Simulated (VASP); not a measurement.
Data:

```
InSb
1.0
    4.62158     0.00000     0.00000
   -2.31079     4.00241     0.00000
    0.00000     0.00000     7.61316
In Sb
2 2
Direct
  0.33333   0.66667   0.00058
  0.66667   0.33333   0.50058
  0.33333   0.66667   0.37442
  0.66667   0.33333   0.87442
```

Calculation: r2SCAN meta-GGA, VASP's PBE PAW potentials (set 64) (plane waves; VASP). Settings: 400 eV cut-off, 6×6×3 Γ-centred mesh, Gaussian smearing of 0.050 eV, potentials In_d Sb.

Unless said otherwise, spin-orbit coupling is left out, though it shifts the bands of the heavy elements here.

Question: Predict the energy per atom (σ→0), band gap (on the k-mesh) with the smallest direct gap where there is one.

Answer: 
```yaml
band gap (on the k-mesh): 0.05 eV
smallest direct gap (on the k-mesh): 0.05 eV
energy per atom (σ→0): -24.367 eV/atom
```

The structure was generated: InSb was put into the wurtzite type (P6_3mc), which need not be its known phase. It was relaxed first. The start is the result of an earlier pass.
